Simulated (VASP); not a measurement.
Computed with optB88-vdW, VASP's PBE PAW potentials (set 64) (plane waves; VASP).

The input files of a VASP run:

File POSCAR:
```
WC
1
    1.4646353627    -2.5368229393     0.0000000000
    1.4646353627     2.5368229393     0.0000000000
    0.0000000000     0.0000000000     2.8533105165
W C
1 1
Direct
  0.0000000000   0.0000000000   0.0000000000
  0.3333330000   0.6666670000   0.5000000000
```

INCAR:
```
AGGAC = 0.0
ALGO = Normal
EDIFF = 1E-7
ENCUT = 520
GGA = BO
ISIF = 2
ISMEAR = -5
LASPH = T
LCHARG = T
LMAXMIX = 6
LORBIT = 11
LREAL = F
LUSE_VDW = T
LWAVE = F
NEDOS = 601
NELM = 100
PARAM1 = 0.1833333333
PARAM2 = 0.22
PREC = Accurate
SYSTEM = WC
```

### KPOINTS
```
Automatic mesh
0
Gamma
16 16 14
0 0 0
```

POTCAR, in this order: W_sv C (PBE.64 set). Program: vasp_std.

The run wrote:

File OUTCAR:
```
 ion  position               nearest neighbor table
   1  0.000  0.000  0.000-   2 2.21   2 2.21   2 2.21   2 2.21   2 2.21   2 2.21
   2  0.333  0.667  0.500-   1 2.21   1 2.21   1 2.21   1 2.21   1 2.21   1 2.21
  LATTYP: Found a hexagonal cell.
 ALAT       =     2.9292707917
 C/A-ratio  =     0.9740685377
 Subroutine PRICEL returns:
 Original cell was already a primitive cell.
 Subroutine GETGRP returns: Found 12 space group operations
The static configuration has the point symmetry D_3h.
The dynamic configuration has the point symmetry D_3h.
 Subroutine INISYM returns: Found 12 space group operations
 Subroutine IBZKPT returns following result:
 Found    240 irreducible k-points:

 Following reciprocal coordinates:
            Coordinates               Weight
  0.000000  0.000000  0.000000      1.000000
  0.062500  0.000000  0.000000      6.000000
  0.125000  0.000000  0.000000      6.000000
  0.187500  0.000000  0.000000      6.000000
  0.250000  0.000000  0.000000      6.000000
  0.312500  0.000000  0.000000      6.000000
  0.375000  0.000000  0.000000      6.000000
  0.437500  0.000000  0.000000      6.000000
...
```

### OSZICAR
```
       N       E                     dE             d eps       ncg     rms          rms(c)
DAV:   1     0.116008049574E+03    0.11601E+03   -0.98431E+03  6248   0.154E+03
DAV:   2    -0.170986483909E+02   -0.13311E+03   -0.13013E+03  7150   0.381E+02
DAV:   3    -0.212258581802E+02   -0.41272E+01   -0.40968E+01  7657   0.619E+01
DAV:   4    -0.212672979570E+02   -0.41440E-01   -0.41412E-01  6886   0.658E+00
DAV:   5    -0.212676525995E+02   -0.35464E-03   -0.35453E-03  7390   0.626E-01    0.303E+01
DAV:   6    -0.181329862398E+02    0.31347E+01   -0.10725E+01  7005   0.326E+01    0.740E+00
DAV:   7    -0.180502330759E+02    0.82753E-01   -0.54684E-01  6570   0.666E+00    0.589E+00
DAV:   8    -0.180305187353E+02    0.19714E-01   -0.74519E-02  6885   0.272E+00    0.945E-01
DAV:   9    -0.180294575162E+02    0.10612E-02   -0.34627E-03  6720   0.493E-01    0.150E-01
DAV:  10    -0.180295459298E+02   -0.88414E-04   -0.37496E-04  7225   0.244E-01    0.780E-02
DAV:  11    -0.180295447474E+02    0.11825E-05   -0.17483E-05  6895   0.410E-02    0.134E-02
DAV:  12    -0.180295436670E+02    0.10804E-05   -0.69891E-06  6780   0.291E-02    0.371E-03
DAV:  13    -0.180295435278E+02    0.13921E-06   -0.13189E-07  4525   0.397E-03    0.815E-04
DAV:  14    -0.180295436340E+02   -0.10622E-06   -0.15354E-08  3195   0.169E-03    0.179E-04
DAV:  15    -0.180295435549E+02    0.79076E-07   -0.20833E-09  3140   0.661E-04
   1 F= -.18029544E+02 E0= -.18029544E+02  d E =0.000000E+00
```

**OUTCAR**
```
------------------------ aborting loop because EDIFF is reached ----------------------------------------
  FORCE on cell =-STRESS in cart. coord.  units (eV):
  Direction    XX          YY          ZZ          XY          YZ          ZX
  --------------------------------------------------------------------------------------
  Total       -0.0097382     -0.0097382      0.0777952      0.0000000     -0.0000000     -0.0000000
  in kB       -0.7358527     -0.7358527      5.8784754      0.0000000     -0.0000000     -0.0000000
  external PRESSURE =       1.4689233 kB  Pullay stress =       0.0000000 kB
  volume of cell :       21.20
      direct lattice vectors                 reciprocal lattice vectors
     1.464635363 -2.536822939  0.000000000     0.341381898 -0.197096925  0.000000000
     1.464635363  2.536822939  0.000000000     0.341381898  0.197096925  0.000000000
     0.000000000  0.000000000  2.853310517     0.000000000  0.000000000  0.350470092
 POSITION                                       TOTAL-FORCE (eV/Angst)
 -----------------------------------------------------------------------------------
      0.00000      0.00000      0.00000         0.000000      0.000000      0.000000
      1.46464      0.84561      1.42666        -0.000000     -0.000000      0.000000
 -----------------------------------------------------------------------------------
    total drift:                                0.000000     -0.000399      0.000000
  FREE ENERGIE OF THE ION-ELECTRON SYSTEM (eV)
  ---------------------------------------------------
  free  energy   TOTEN  =       -18.0295435549 eV

  energy  without entropy=      -18.0295435549  energy(sigma->0) =      -18.02954355

 total charge

# of ion       s       p       d       tot
------------------------------------------
    1        2.344   6.404   3.388  12.137
    2        0.856   1.579   0.000   2.435
--------------------------------------------------
tot          3.200   7.983   3.388  14.571
```
(Selected blocks of OUTCAR.)

For a metal the tetrahedron method with Blöchl corrections gives inexact stress and forces.

The compound is WC in the wc structure. It was relaxed first.
